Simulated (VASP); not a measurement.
All values below come from PBEsol GGA, VASP's PBE PAW potentials (set 64) (plane waves; VASP).

Input for VASP

KPOINTS:
```
Regular mesh
0
gamma
  11 11 11
0 0 0
```

**INCAR**
```
ALGO  =  Normal
EDIFF  =  1E-6
EDIFFG  =  -0.02
ENCUT  =  620
GGA  =  PS
IBRION  =  2
ISIF  =  3
ISMEAR  =  0
LASPH  =  .True.
LCHARG  =  .False.
LREAL  =  .False.
LWAVE  =  .False.
NELM  =  100
NSW  =  40
PREC  =  Accurate
PSTRESS  =  300
SIGMA  =  0.05
SYSTEM  =  MgO
```

**POSCAR**
```
MgO
1
    0.0000000000     2.0345477222     2.0345477222
    2.0345477222     0.0000000000     2.0345477222
    2.0345477222     2.0345477222     0.0000000000
Mg O
1 1
Direct
  0.0000000000   0.0000000000   0.0000000000
  0.5000000000   0.5000000000   0.5000000000
```

POTCAR, in this order: Mg O (PBE.64 set). Program: vasp_std.

Energy and stress use the plane-wave basis of the starting cell.

Problem. Predict the energy per atom (σ→0), volume per atom, band gap (on the k-mesh).

Solution. 
```
Property                           Value
------------------------  --------------
energy per atom (σ→0)     -6.156 eV/atom
band gap (on the k-mesh)         6.14 eV
volume per atom            8.10 Å^3/atom
```

### OSZICAR
```
...
       N       E                     dE             d eps       ncg     rms          rms(c)
DAV:   1    -0.123845271710E+02   -0.21015E+00   -0.16502E+00   896   0.134E+01    0.203E+00
DAV:   2    -0.123120488320E+02    0.72478E-01   -0.44725E-01   896   0.521E+00    0.221E-01
DAV:   3    -0.123115259983E+02    0.52283E-03   -0.27586E-03   968   0.695E-01    0.115E-01
DAV:   4    -0.123111762532E+02    0.34975E-03   -0.31385E-04   904   0.194E-01    0.210E-02
DAV:   5    -0.123111731413E+02    0.31119E-05   -0.24208E-05  1072   0.396E-02    0.650E-03
DAV:   6    -0.123111731692E+02   -0.27911E-07   -0.33287E-07   520   0.524E-03
   3 F= -.92762695E+01 E0= -.92762695E+01  d E =-.206010E-01
```

The compound is MgO in the rock salt structure. This run relaxes it under an external pressure of 30 GPa. Symmetry was kept, so distortions that lower it aren't found.
